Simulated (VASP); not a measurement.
Data:

```
Cu2SnZnSe4
1.0
   -2.88265     2.88265     5.75462
    2.88265    -2.88265     5.75462
    2.88265     2.88265    -5.75462
Cu Zn Sn Se
2 1 1 4
Direct
  0.00000   0.00000   0.00000
  0.75000   0.25000   0.50000
  0.25000   0.75000   0.50000
  0.50000   0.50000   0.00000
  0.63821   0.62929   0.52800
  0.10129   0.11021   0.47200
  0.37071   0.89871   0.00892
  0.88979   0.36179   0.99108
```

Level of theory: PBE GGA, VASP's PBE PAW potentials (set 64) (plane waves; VASP 6.6.1). Numerical set-up: 400 eV cut-off, 4×4×4 Γ-centred mesh, Gaussian smearing of 0.050 eV, potentials Cu Zn Sn_d Se.

Unless said otherwise, spin-orbit coupling is left out, though it shifts the bands of the heavy elements here.

Problem. Predict the energy per atom (σ→0), band gap (on the k-mesh) with the smallest direct gap where there is one.

Solution. 
The band gap (on the k-mesh) is 0.03 eV. The smallest direct gap (on the k-mesh) comes out as 0.03 eV and the energy per atom (σ→0) comes out as -3.698 eV/atom.

Total energies compare only between runs with the same potentials, cut-off and functional.

The structure was generated: ZnCu2SnSe4 was put into the kesterite type (I-4), a phase also known from measurement. It was relaxed first.
